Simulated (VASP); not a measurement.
Runs of VASP 6.6.1 on CaO. It takes space group Fm-3m (No. 225, cubic). The conventional cell has a = 4.430 Å, b = 4.430 Å, c = 4.430 Å, α = 90.00°, β = 90.00°, γ = 90.00°. Around Ca (site symmetry m-3m) lie 6 O at 2.22 Å. O (site symmetry m-3m) has 6 Ca at 2.22 Å as nearest neighbours. 

```tsv
cell	target pressure	gap on the mesh (eV)	pressure (GPa)
relaxed to 30 GPa	30 GPa	3.50	30.0
relaxed to 0.0001 GPa	0.0001 GPa	3.63	0.0
relaxed to 75 GPa	75 GPa	(a)	75.0
relaxed to 12 GPa	12 GPa	3.59	12.0
relaxed to 50 GPa	50 GPa	(b)	50.0
relaxed to 100 GPa	100 GPa	3.07	100.0
```

Alike in all rows: task relaxation of cell and atoms; level PBE; potentials or basis VASP PAW PBE potentials, release 64 (Ca_sv, O); no spin polarisation; k mesh 4 × 4 × 4; cutoff (eV) 520; smearing gaussian 0.1 eV; the mesh is coarse, so values aren't converged.

**Question.** Estimate the missing entries.

**Answer.** (a) 3.23; (b) 3.38.

Caveats: all runs use coarse meshes; the cell is relaxed towards a set pressure, so the enthalpy falls and the energy may rise; the relaxation stopped at its first step, so nothing moved (some runs).

A k mesh can miss the band edges.
